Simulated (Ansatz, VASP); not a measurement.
# Ni (Nickel): VASP beside Ansatz, part 2 of 2

One calculation is typed for both programs; each brings its own data sets. How far apart do they land? Of the first pair: The cell is taken from a series of VASP runs on this material, whose earlier steps may have relaxed, scaled or displaced it; both programs get it as it stands. Valence electrons are named where the data sets of a main pair hold unlike numbers.

VASP 6.6.1 and Ansatz 0.2.0.

So far. Step 2 (Ansatz: single point, r2SCAN): The run ends at a pressure of 0.98 GPa.

## Step 5: What the set-up changes

Further runs change the set-up of one program: Ansatz's method, potentials or start, or VASP's data sets, cutoff or form of LDA. The table gives Ansatz less VASP for each quantity, since a change that brings one quantity closer may part another.

| run | pressure (GPa) | total moment (μB) | pressure without Ansatz's Pulay correction (GPa) |
| --- | --- | --- | --- |
| as above | 1.1 | 0.080 | 0.88 |
| cores kept as stored | 1.1 | 0.081 | 0.89 |
| Ansatz's all-electron LAPW method | 1.3 | 0.11 |  |
| Ansatz's larger PAW set (cutoff 1080 eV) | 1.2 | 0.092 | 1.1 |
| norm-conserving potentials (cutoff 1400 eV) | 1.3 | 0.11 |  |

## Step 6: VASP: band structure, r2SCAN

With cell and atoms fixed, the geometry can't cause a difference; cores, projectors, grids and the points listed under the comparison can.

File INCAR:

```
SYSTEM = Ni
PREC = Accurate
ENCUT = 400
EDIFF = 1E-06
NELM = 100
ISMEAR = 1
SIGMA = 0.2
LREAL = .FALSE.
ALGO = Normal
METAGGA = R2SCAN
LASPH = .TRUE.
NBANDS = 17
ISPIN = 2
MAGMOM = 0.661
LMAXMIX = 4
LORBIT = 11
LWAVE = .FALSE.
LCHARG = .FALSE.
KPAR = 4
```

File POSCAR:

```
Ni
1.0
    0.0000000000      1.7363269909      1.7363269909
    1.7363269909      0.0000000000      1.7363269909
    1.7363269909      1.7363269909      0.0000000000
Ni
1
Direct
    0.0000000000      0.0000000000      0.0000000000
```

File KPOINTS:

```
Automatic mesh
0
Gamma
11 11 11
0 0 0
```

File KPOINTS_OPT:

```
Line mode
16
Line-mode
Reciprocal
  0.00000000   0.00000000   0.00000000 GAMMA
  0.50000000   0.00000000   0.50000000 X

  0.50000000   0.00000000   0.50000000 X
  0.50000000   0.25000000   0.75000000 W

  0.50000000   0.25000000   0.75000000 W
  0.37500000   0.37500000   0.75000000 K

  0.37500000   0.37500000   0.75000000 K
  0.00000000   0.00000000   0.00000000 GAMMA

  0.00000000   0.00000000   0.00000000 GAMMA
  0.50000000   0.50000000   0.50000000 L

  0.50000000   0.50000000   0.50000000 L
  0.62500000   0.25000000   0.62500000 U

  0.62500000   0.25000000   0.62500000 U
  0.50000000   0.25000000   0.75000000 W

  0.50000000   0.25000000   0.75000000 W
  0.50000000   0.50000000   0.50000000 L

  0.50000000   0.50000000   0.50000000 L
  0.37500000   0.37500000   0.75000000 K

  0.62500000   0.25000000   0.62500000 U
  0.50000000   0.00000000   0.50000000 X
```

The projector-augmented-wave data sets are Ni (PBE family, release 64).

Run with:

```bash
$ mpirun -np 4 vasp_std
```

Numbers of over 12 decimals in the logs are rounded to 6 here.

What it wrote:

```text
[banner, memory and clock lines left out]
running    4 mpi-ranks, on    1 nodes
[...]
[... a notice as in an earlier step ...]

 LDA part: xc-table for (None), standard interpolation
 POSCAR, INCAR and KPOINTS ok, starting setup
[...]
entering main loop
       N       E                     dE             d eps       ncg     rms          rms(c)
DAV:   1     0.237195116072E+02    0.23720E+02   -0.33961E+03  4248   0.646E+02
DAV:   2    -0.128715779416E+02   -0.36591E+02   -0.33853E+02  4242   0.138E+02
DAV:   3    -0.142563223546E+02   -0.13847E+01   -0.13579E+01  4719   0.273E+01
DAV:   4    -0.142614559981E+02   -0.51336E-02   -0.51327E-02  4739   0.157E+00
[...]
DAV:  13    -0.119319796176E+02    0.43972E-05   -0.17716E-05  4795   0.397E-02    0.827E-03
DAV:  14    -0.119319820571E+02   -0.24395E-05   -0.85415E-07  3358   0.740E-03    0.340E-03
DAV:  15    -0.119319827606E+02   -0.70351E-06   -0.37155E-07  2104   0.443E-03
   1 F= -.11931983E+02 E0= -.11930956E+02  d E =-.307900E-02  mag=     0.6426
 Start KPOINTS_OPT (optional k-point list driver)
k-point batch [1-56\160]
       N       E                     dE             ncg
DAV:   1     0.641469579269E+04   -0.18794E+05     4092
DAV:   2     0.419729368690E+04   -0.22174E+04     4184
DAV:   3     0.411068276149E+04   -0.86611E+02     4708
DAV:   4     0.411034561436E+04   -0.33715E+00     4666
DAV:   5     0.411034433530E+04   -0.12791E-02     4816
DAV:   6     0.411034432747E+04   -0.78290E-05     4497
DAV:   7     0.411034432735E+04   -0.11865E-06     3946
[...]
k-point batch [113-160\160]
       N       E                     dE             ncg
DAV:   1     0.996168415181E+04   -0.19338E+05     3506
DAV:   2     0.807084797664E+04   -0.18908E+04     3692
DAV:   3     0.799548220790E+04   -0.75366E+02     3997
DAV:   4     0.799520881389E+04   -0.27339E+00     3847
DAV:   5     0.799520787618E+04   -0.93770E-03     3876
DAV:   6     0.799520787075E+04   -0.54326E-05     3615
DAV:   7     0.799520787064E+04   -0.11305E-06     3119
```

Parts of OUTCAR (step 6):

```text
  Total       -0.0098688     -0.0098688     -0.0098688      0.0000000      0.0000000      0.0000000
  in kB       -1.5102529     -1.5102529     -1.5102529      0.0000000      0.0000000      0.0000000
  external PRESSURE =      -1.5102529 kB  Pullay stress =       0.0000000 kB

 POSITION                                       TOTAL-FORCE (eV/Angst)
 -----------------------------------------------------------------------------------
      0.00000      0.00000      0.00000         0.000000      0.000000      0.000000
 -----------------------------------------------------------------------------------
    total drift:                               -0.000000      0.000000      0.000000

  FREE ENERGIE OF THE ION-ELECTRON SYSTEM (eV)
  ---------------------------------------------------
  free  energy   TOTEN  =       -11.9319827606 eV

  energy  without entropy=      -11.9289037579  energy(sigma->0) =      -11.93095643

[... 2 parts as in an earlier step ...]

[... 2 further parts left out ...]
[key lines of the parts left out:]
E-fermi :   9.8631
```

The run ends at a pressure of -0.15 GPa.

## Step 7: Ansatz: band structure, r2SCAN

The same cell, functional, mesh and smearing now go to Ansatz, which takes its cutoff from its data sets.

The cell is taken from a series of VASP runs on this material, whose earlier steps may have relaxed, scaled or displaced it; both programs get it as it stands.

File input.yaml:

```yaml
crystal:
  lattice:
    - [0.0, 1.7363269909, 1.7363269909]
    - [1.7363269909, 0.0, 1.7363269909]
    - [1.7363269909, 1.7363269909, 0.0]
  atoms:
    - { symbol: Ni, position: [0.0, 0.0, 0.0], spin: 0.661 }
hamiltonian:
  xc: r2scan
  pseudopotentials: { kind: paw }
magnetization:
  spin_polarized: true
kpoints:
  mp_grid: { grid: [11, 11, 11] }
  band_path:
    path:
      - [0.0, 0.0, 0.0]
      - [0.16667, 0.0, 0.16667]
      - [0.33333, 0.0, 0.33333]
      - [0.5, 0.0, 0.5]
      - [0.5, 0.08333, 0.58333]
      - [0.5, 0.18333, 0.68333]
      - [0.5, 0.25, 0.75]
      - [0.45, 0.3, 0.75]
      - [0.40833, 0.34167, 0.75]
      - [0.35, 0.35, 0.7]
      - [0.225, 0.225, 0.45]
      - [0.075, 0.075, 0.15]
      - [0.03333, 0.03333, 0.03333]
      - [0.23333, 0.23333, 0.23333]
      - [0.4, 0.4, 0.4]
      - [0.51667, 0.46667, 0.51667]
      - [0.55833, 0.38333, 0.55833]
      - [0.60833, 0.28333, 0.60833]
      - [0.60833, 0.25, 0.64167]
      - [0.55833, 0.25, 0.69167]
      - [0.51667, 0.25, 0.73333]
      - [0.5, 0.3, 0.7]
      - [0.5, 0.38333, 0.61667]
      - [0.5, 0.48333, 0.51667]
      - [0.475, 0.475, 0.55]
      - [0.425, 0.425, 0.65]
      - [0.38333, 0.38333, 0.73333]
      - [0.59167, 0.18333, 0.59167]
      - [0.55, 0.1, 0.55]
      - [0.5, 0.0, 0.5]
    npoints: 1
scf:
  occupations: { method: methfessel_paxton, width: 0.2 }
  n_extra_bands: 8
output:
  forces: true
  stress: true
  eigenvalues: true
```

Run with:

```bash
$ ansatz run input.yaml --threads 2 --pin off --max-ram 4608MiB --backend cpu --events-out ev --progress --plain --runs-dir out
```

What it wrote:

```text
[...]
Crystal: 1 atoms, lattice volume = 10.469 Å³
Basis set: ecut = 500 eV, 283 PW (Γ), exchange–correlation on 72×72×72 points (64 copies of the dense FFT grid, shifted against one another)
Bands: 17, of which v1, the nominal top of the filled ones, is band 9 counted from 1 (8 counted from 0)
Symmetry: 48 space group operations
[...]
k-point 1 ↑: bands = [... 5 lower, 15.8360, 15.9953, 15.9953, 17.2575, 17.2575, 42.2555, 45.3279, 47.3242, ... 4 higher]
  k-point 2 ↑: bands = [... 5 lower, 15.6552, 16.1435, 16.1435, 17.2377, 17.2377, 37.7394, 44.3692, 46.3087, ... 4 higher]
  k-point 55 ↓: bands = [... 5 lower, 16.0129, 16.5123, 17.9688, 19.5099, 26.6822, 26.7482, 29.9911, 32.1650, ... 4 higher]
[key lines of the parts left out:]
SCF converged after 20 iterations
Magnetization: 0.7224 μB (9.3612 up, 8.6388 down)
Free energy (F): -5845.279318 eV
Fermi energy:    19.005236 eV
P = ⅓ Tr σ = 0.9859 GPa (9.859 kbar)
```

The job ended after 5.7 s (2 threads of Arm Neoverse V1, shared host; peak memory 0.3 GiB; 10 s of CPU time).

## Step 8: Side by side

What differs besides the data sets and the points named for the pairs above, as far as they apply: the data sets hold 18 valence electrons in Ansatz (on its default PAW (the set named soft_2) files) and 10 in VASP. Total energies have different zeros and are not compared.

Compared:

| quantity | Ansatz | VASP | difference |
| --- | --- | --- | --- |
| pressure (GPa) | 0.99 | -0.15 | +1.14 |
| pressure without Ansatz's Pulay correction (GPa) | 0.80 | -0.15 | +0.95 |
| total moment (μB) | 0.72 | 0.64 | +0.08 |
| moment on Ni1 (μB) | 0.79 | 0.66 | +0.13 |

Ansatz's pressure holds a Pulay correction of 0.18 GPa; VASP's holds none.

## Step 9: Further runs

Further runs change the set-up of one program: Ansatz's method, potentials or start, or VASP's data sets, cutoff or form of LDA. The table gives Ansatz less VASP for each quantity, since a change that brings one quantity closer may part another.

| run | pressure (GPa) | total moment (μB) | pressure without Ansatz's Pulay correction (GPa) |
| --- | --- | --- | --- |
| as above | 1.1 | 0.080 | 0.95 |
| cores kept as stored | 1.1 | 0.081 | 0.96 |
| Ansatz's all-electron LAPW method | 1.4 | 0.11 |  |
| Ansatz's larger PAW set (cutoff 1080 eV) | 1.3 | 0.092 | 1.2 |
| norm-conserving potentials (cutoff 1400 eV) | 1.4 | 0.11 |  |

## Step 10: VASP: single point, r2SCAN, volume scaled by 1.02

A single point gives forces, pressure and levels at one fixed geometry, so differences don't come from the geometry; what else differs is listed under the comparison. The cell compared in this pair holds 10.68 Å³, against 10.47 Å³ for the pair before.

INCAR, as its differences from that of step 6:

```diff
@@ -11,3 +11,3 @@
 LASPH = .TRUE.
-NBANDS = 17
+NBANDS = 12
 ISPIN = 2
@@ -19 +19,2 @@
 KPAR = 4
+ISIF = 2
```

File POSCAR:

```
Ni
1.0
    0.0000000000      1.7478261803      1.7478261803
    1.7478261803      0.0000000000      1.7478261803
    1.7478261803      1.7478261803      0.0000000000
Ni
1
Direct
    0.0000000000      0.0000000000      0.0000000000
```

KPOINTS is that of step 6.

Run with:

```bash
$ mpirun -np 4 vasp_std
```

What it wrote:

```text
[... set-up lines as in an earlier step ...]
 entering main loop
       N       E                     dE             d eps       ncg     rms          rms(c)
DAV:   1     0.185943469337E+02    0.18594E+02   -0.38687E+03  2820   0.900E+02
DAV:   2    -0.133891262962E+02   -0.31983E+02   -0.30054E+02  2884   0.156E+02
DAV:   3    -0.142727619510E+02   -0.88364E+00   -0.87835E+00  3128   0.297E+01
DAV:   4    -0.142797352416E+02   -0.69733E-02   -0.69721E-02  3128   0.230E+00
[...]
DAV:  15    -0.119306367023E+02   -0.60870E-05   -0.42767E-06  1884   0.195E-02    0.564E-03
DAV:  16    -0.119306384393E+02   -0.17370E-05   -0.87295E-07  1496   0.104E-02    0.184E-03
DAV:  17    -0.119306378669E+02    0.57237E-06   -0.18652E-07  1472   0.553E-03
   1 F= -.11930638E+02 E0= -.11929325E+02  d E =-.393951E-02  mag=     0.6849
```

From OUTCAR (step 10):

```text
  Total       -0.2587266     -0.2587266     -0.2587266      0.0000000      0.0000000      0.0000000
  in kB      -38.8174420    -38.8174420    -38.8174420      0.0000000      0.0000000      0.0000000
  external PRESSURE =     -38.8174420 kB  Pullay stress =       0.0000000 kB

 POSITION                                       TOTAL-FORCE (eV/Angst)
 -----------------------------------------------------------------------------------
      0.00000      0.00000      0.00000         0.000000     -0.000000      0.000000
 -----------------------------------------------------------------------------------
    total drift:                                0.000000      0.000000      0.000000

  FREE ENERGIE OF THE ION-ELECTRON SYSTEM (eV)
  ---------------------------------------------------
  free  energy   TOTEN  =       -11.9306378669 eV

  energy  without entropy=      -11.9266983593  energy(sigma->0) =      -11.92932470

 magnetization (x)
# of ion       s       p       d       tot
------------------------------------------
    1       -0.012  -0.043   0.761   0.706

[... 1 part as in an earlier step ...]

[... 2 further parts left out ...]
[key lines of the parts left out:]
E-fermi :   9.5852
```

The scan keeps the cell's shape and the fractional positions fixed.

## Step 11: Ansatz: single point, r2SCAN, volume scaled by 1.02

The same cell, functional, mesh and smearing now go to Ansatz, which takes its cutoff from its data sets.

The cell is a member of a volume series, scaled by 1.02 from a relaxed one, so a pressure remains.

input.yaml, the sections that differ from step 7:

```yaml
crystal:
  lattice:
    - [0.0, 1.7478261803, 1.7478261803]
    - [1.7478261803, 0.0, 1.7478261803]
    - [1.7478261803, 1.7478261803, 0.0]
  atoms:
    - { symbol: Ni, position: [0.0, 0.0, 0.0], spin: 0.661 }
kpoints:
  mp_grid: { grid: [11, 11, 11] }
scf:
  occupations: { method: methfessel_paxton, width: 0.2 }
  n_extra_bands: 6
# hamiltonian, magnetization, output: as in step 7
```

Run with:

```bash
$ ansatz run input.yaml --threads 2 --pin off --max-ram 4608MiB --backend cpu --events-out ev --progress --plain --runs-dir out
```

What it wrote:

```text
[...]
Crystal: 1 atoms, lattice volume = 10.679 Å³
Basis set: ecut = 500 eV, 283 PW (Γ), exchange–correlation on 80×80×80 points (64 copies of the dense FFT grid, shifted against one another)
Bands: 15, of which v1, the nominal top of the filled ones, is band 9 counted from 1 (8 counted from 0)
Symmetry: 48 space group operations
[...]
k-point 1 ↑: bands = [... 5 lower, 15.3770, 15.5303, 15.5303, 16.7725, 16.7725, 41.5706, 44.6060, 46.5167, ... 2 higher]
  k-point 2 ↑: bands = [... 5 lower, 15.2045, 15.6752, 15.6752, 16.7524, 16.7524, 37.0313, 43.7035, 45.4917, ... 2 higher]
  k-point 55 ↓: bands = [... 5 lower, 15.6579, 16.1444, 17.5362, 19.0735, 26.1078, 26.1715, 29.3657, 31.4917, ... 2 higher]
[key lines of the parts left out:]
SCF converged after 20 iterations
Magnetization: 0.7737 μB (9.3869 up, 8.6131 down)
Free energy (F): -5845.278150 eV
Fermi energy:    18.554272 eV
P = ⅓ Tr σ = -2.7502 GPa (-27.502 kbar)
```

Wall time 4.4 s (2 threads); peak memory 0.31 GiB; 8.1 s of CPU time.

The run ends at a pressure of -2.75 GPa.

## Step 12: Comparison

What differs besides the data sets and the points named for the pairs above, as far as they apply: the data sets hold 18 valence electrons in Ansatz (on its default PAW (the set named soft_2) files) and 10 in VASP. Total energies have different zeros and are not compared.

Both answers:

| quantity | Ansatz | VASP | difference |
| --- | --- | --- | --- |
| pressure (GPa) | -2.75 | -3.88 | +1.13 |
| pressure without Ansatz's Pulay correction (GPa) | -2.93 | -3.88 | +0.95 |
| total moment (μB) | 0.77 | 0.68 | +0.09 |
| moment on Ni1 (μB) | 0.84 | 0.71 | +0.14 |

Ansatz's pressure holds a Pulay correction of 0.18 GPa; VASP's holds none.

## Step 13: What the set-up changes

Further runs change the set-up of one program: Ansatz's method, potentials or start, or VASP's data sets, cutoff or form of LDA. The table gives Ansatz less VASP for each quantity, since a change that brings one quantity closer may part another.

| run | pressure (GPa) | total moment (μB) | pressure without Ansatz's Pulay correction (GPa) |
| --- | --- | --- | --- |
| as above | 1.1 | 0.089 | 0.95 |
| cores kept as stored | 1.1 | 0.090 | 0.95 |
| Ansatz's all-electron LAPW method | 1.3 | 0.11 |  |
| Ansatz's larger PAW set (cutoff 1080 eV) | 1.2 | 0.097 | 1.2 |
| norm-conserving potentials (cutoff 1400 eV) | 1.3 | 0.11 |  |

## Step 14: Outcome

```
difference in pressure (single point, r2SCAN)                        : 1.1 GPa
difference in pressure (band structure, r2SCAN)                      : 1.1 GPa
difference in pressure (single point, r2SCAN, volume scaled by 1.02) : 1.1 GPa
```

The difference in pressure is 1.1 GPa (band structure, r2SCAN), beyond the 1 GPa picked in this series as the mark of a large difference. The data sets hold unlike numbers of valence electrons (18 in Ansatz and 10 in VASP), so part of the differences comes from the potentials. Single point, r2SCAN, Ansatz's all-electron LAPW method: the difference in total moment goes from 0.080 to 0.11 μB. Single point, r2SCAN, Ansatz's larger PAW set (cutoff 1080 eV): the difference in pressure without Ansatz's Pulay correction goes from 0.88 to 1.1 GPa. Single point, r2SCAN, norm-conserving potentials (cutoff 1400 eV): the difference in total moment goes from 0.080 to 0.11 μB. Band structure, r2SCAN, Ansatz's all-electron LAPW method: the difference in pressure goes from 1.1 to 1.4 GPa; the difference in total moment goes from 0.080 to 0.11 μB. Band structure, r2SCAN, Ansatz's larger PAW set (cutoff 1080 eV): the difference in pressure without Ansatz's Pulay correction goes from 0.95 to 1.2 GPa. 1 further run of this series is not shown here. Such differences can come from data sets, numerical settings and the points named under the comparisons, not from the functional's error against experiment.

[Lines on the potential files, build, host, timing and source positions are cut from VASP's logs without a mark.]

[Logs are printed without paths, hosts, clocks, repeated set-up lines and the standing remarks that a program may print on its own settings, such as how far it seeks lower states.]

[Hosts, paths, dates, database ids (printed as entryN), source tags and the programs' standing remarks are cut or masked in the printed files.]
